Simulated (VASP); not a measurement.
```
CELL_PARAMETERS angstrom
      4.24406     0.00000     0.00000
     -2.12203     3.67547     0.00000
      0.00000     0.00000     5.20014
ATOMIC_POSITIONS crystal
  As 0.33333 0.66667 0.25000
  As 0.66667 0.33333 0.75000
  Ta 0.00000 0.00000 0.00000
  Ta 0.00000 0.00000 0.50000
  Ta 0.33333 0.66667 0.75000
  Ta 0.66667 0.33333 0.25000
```

These are PBE GGA, VASP's PBE PAW potentials (set 64) (plane waves; VASP 6.6.1) values and carry that method's errors. Run with 300 eV cut-off, 4×4×3 Γ-centred mesh, Gaussian smearing of 0.10 eV, potentials As Ta_pv.

**Question.** Give the energies of bands 18 to 31 at the high-symmetry points, in eV from the Fermi level.

**Answer.** 
```
band      Γ      M      K      A      L      H
----  -----  -----  -----  -----  -----  -----
18    -5.36  -5.42  -5.36  -7.03  -5.85  -6.44
19    -5.36  -5.27  -5.36  -6.75  -5.53  -6.12
20    -4.93  -5.22  -5.09  -6.75  -5.53  -6.12
21    -4.63  -5.01  -3.85  -3.11  -3.19  -2.41
22    -4.63  -3.44  -2.97  -3.11  -3.19  -2.41
23    -3.02  -2.89  -2.35  -3.11  -2.61  -2.10
24    -3.02  -2.39  -2.35  -3.11  -2.61  -2.10
25    -1.46  -1.83  -1.37  -0.83  -0.99  -1.70
26     0.66  -1.24  -0.75  -0.83  -0.99  -1.70
27     0.84  -0.51  -0.75   2.43  -0.34  -1.00
28     0.84  -0.29  -0.67   2.43  -0.34  -1.00
29     0.87   0.22   0.45   2.43   0.82   1.26
30     1.96   0.60   0.45   2.44   0.82   1.26
31     2.99   1.75   0.60   2.62   1.20   1.40
```

It has no gap at this level: it comes out as a metal or semimetal.

The structure was generated: Ta2As was put into an ordered model structure, which need not be its known phase. The cell was not relaxed at this level. The k-mesh is coarse (spacing up to 0.43 per Å, 2π included), so the numbers may not be converged in it.
